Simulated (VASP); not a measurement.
Output of a VASP run:

**OSZICAR**
```
       N       E                     dE             d eps       ncg     rms          rms(c)
DAV:   1     0.711598569149E+02    0.71160E+02   -0.64534E+03  2402   0.118E+03
DAV:   2    -0.100138887063E+02   -0.81174E+02   -0.79466E+02  2466   0.332E+02
DAV:   3    -0.112315542058E+02   -0.12177E+01   -0.11928E+01  2540   0.477E+01
DAV:   4    -0.112386516898E+02   -0.70975E-02   -0.70949E-02  2432   0.383E+00
DAV:   5    -0.112387205272E+02   -0.68837E-04   -0.68838E-04  2504   0.379E-01    0.185E+01
DAV:   6    -0.963099877518E+01    0.16077E+01   -0.67579E+00  2410   0.382E+01    0.140E+00
DAV:   7    -0.961010130144E+01    0.20897E-01   -0.23652E-02  2416   0.248E+00    0.882E-01
DAV:   8    -0.959967640436E+01    0.10425E-01   -0.72342E-03  2422   0.141E+00    0.507E-02
DAV:   9    -0.959971531522E+01   -0.38911E-04   -0.63559E-05  2412   0.127E-01    0.307E-02
DAV:  10    -0.959972145789E+01   -0.61427E-05   -0.40013E-06  2340   0.226E-02    0.129E-03
DAV:  11    -0.959972160718E+01   -0.14929E-06   -0.15918E-07  1200   0.604E-03
   1 F= -.95997216E+01 E0= -.95999977E+01  d E =-.959972E+01
       N       E                     dE             d eps       ncg     rms          rms(c)
DAV:   1    -0.162296315607E+02   -0.66299E+01   -0.14027E+02  2400   0.198E+02    0.346E+01
DAV:   2    -0.977713628569E+01    0.64525E+01   -0.20597E+01  2404   0.771E+01    0.632E+00
DAV:   3    -0.959144343857E+01    0.18569E+00   -0.52126E-01  2406   0.106E+01    0.546E+00
DAV:   4    -0.955517165138E+01    0.36272E-01   -0.63895E-02  2402   0.367E+00    0.405E-01
DAV:   5    -0.955469784087E+01    0.47381E-03   -0.73328E-03  2432   0.128E+00    0.110E-01
DAV:   6    -0.955454718569E+01    0.15066E-03   -0.17481E-04  2402   0.206E-01    0.196E-02
DAV:   7    -0.955454220505E+01    0.49806E-05   -0.60573E-06  2428   0.342E-02    0.209E-03
DAV:   8    -0.955454288360E+01   -0.67855E-06   -0.39073E-08  1200   0.282E-03
   2 F= -.95545429E+01 E0= -.95552413E+01  d E =0.451787E-01
       N       E                     dE             d eps       ncg     rms          rms(c)
DAV:   1    -0.120856622627E+02   -0.25311E+01   -0.52766E+01  2400   0.135E+02    0.160E+01
DAV:   2    -0.968797202161E+01    0.23977E+01   -0.11575E+01  2402   0.475E+01    0.252E+00
DAV:   3    -0.965941940814E+01    0.28553E-01   -0.45321E-02  2400   0.312E+00    0.127E+00
DAV:   4    -0.964808095511E+01    0.11338E-01   -0.24679E-02  2402   0.210E+00    0.212E-01
DAV:   5    -0.964812012393E+01   -0.39169E-04   -0.98635E-04  2432   0.466E-01    0.427E-02
DAV:   6    -0.964807992460E+01    0.40199E-04   -0.11781E-04  2412   0.154E-01    0.148E-02
DAV:   7    -0.964808051757E+01   -0.59298E-06   -0.82008E-07  1250   0.157E-02
   3 F= -.96480805E+01 E0= -.96484528E+01  d E =-.483589E-01
       N       E                     dE             d eps       ncg     rms          rms(c)
DAV:   1    -0.964876484184E+01   -0.68492E-03   -0.14164E-02  2400   0.211E+00    0.293E-01
DAV:   2    -0.964811940817E+01    0.64543E-03   -0.27910E-03  2404   0.781E-01    0.554E-02
DAV:   3    -0.964811198415E+01    0.74240E-05   -0.84598E-06  2394   0.367E-02    0.346E-02
DAV:   4    -0.964810877427E+01    0.32099E-05   -0.58874E-06  2404   0.304E-02    0.176E-03
DAV:   5    -0.964810868299E+01    0.91272E-07   -0.68465E-08  1200   0.395E-03
   4 F= -.96481087E+01 E0= -.96484801E+01  d E =-.483871E-01
```

File OUTCAR:
```
------------------------ aborting loop because EDIFF is reached ----------------------------------------
  FORCE on cell =-STRESS in cart. coord.  units (eV):
  Direction    XX          YY          ZZ          XY          YZ          ZX
  --------------------------------------------------------------------------------------
  Total       -0.0014793     -0.0014793     -0.0014793      0.0000000     -0.0000000      0.0000000
  in kB       -0.1841743     -0.1841743     -0.1841743      0.0000000     -0.0000000      0.0000000
  external PRESSURE =      -0.1841743 kB  Pullay stress =       0.0000000 kB
  volume of cell :       12.87
      direct lattice vectors                 reciprocal lattice vectors
    -1.476233554  1.476233554  1.476233554     0.000000000  0.338699794  0.338699794
     1.476233554 -1.476233554  1.476233554     0.338699794  0.000000000  0.338699794
     1.476233554  1.476233554 -1.476233554     0.338699794  0.338699794  0.000000000
 POSITION                                       TOTAL-FORCE (eV/Angst)
 -----------------------------------------------------------------------------------
     -1.47623      1.47623      1.47623        -0.000000      0.000000     -0.000000
 -----------------------------------------------------------------------------------
    total drift:                                0.000000      0.000000     -0.000000
  FREE ENERGIE OF THE ION-ELECTRON SYSTEM (eV)
  ---------------------------------------------------
  free  energy   TOTEN  =        -9.6481086830 eV

  energy  without entropy=       -9.6492230776  energy(sigma->0) =       -9.64848015

 reached required accuracy - stopping structural energy minimisation
```
(Selected blocks of OUTCAR.)

### POSCAR
```
V
1
   -1.5150000000     1.5150000000     1.5150000000
    1.5150000000    -1.5150000000     1.5150000000
    1.5150000000     1.5150000000    -1.5150000000
V
1
Direct
  0.0000000000   0.0000000000   0.0000000000
```

Write an INCAR and KPOINTS that could have produced this output.

This is not unique; one that fits is the input of the run itself, PBEsol GGA, plane waves, VASP's PBE PAW potentials (set 64).

### KPOINTS
```
K-points
0
G
 15 15 15
```

**INCAR**
```
# general
SYSTEM  = V
PREC    = Accurate
ENCUT   = 400
LREAL   = .FALSE.   # projection in real space or not
LASPH   = .TRUE.   # aspherical one-centre terms

# electronic loop
EDIFF   = 1E-6   # SCF stop (eV)
NELM    = 100   # most electronic steps
ALGO    = Normal   # blocked Davidson
LMAXMIX = 4   # l cut-off of mixed one-centre charges

# smearing
ISMEAR  = 1   # Methfessel-Paxton
SIGMA   = 0.1   # width (eV)

# functional
GGA     = PS   # PBEsol

# ions
IBRION  = 2
NSW     = 60   # most ionic steps
ISIF    = 3
EDIFFG  = -0.01

# output
LWAVE   = .FALSE.
LCHARG  = .FALSE.
```

POTCAR, in this order: V_sv (PBE.64 set). Program: vasp_std.

Energy and stress use the plane-wave basis of the starting cell.

The compound is V in the bcc structure. This run relaxes it. Symmetry was kept, so distortions that lower it aren't found. The run is not spin-polarised, so no magnetic state was tried.
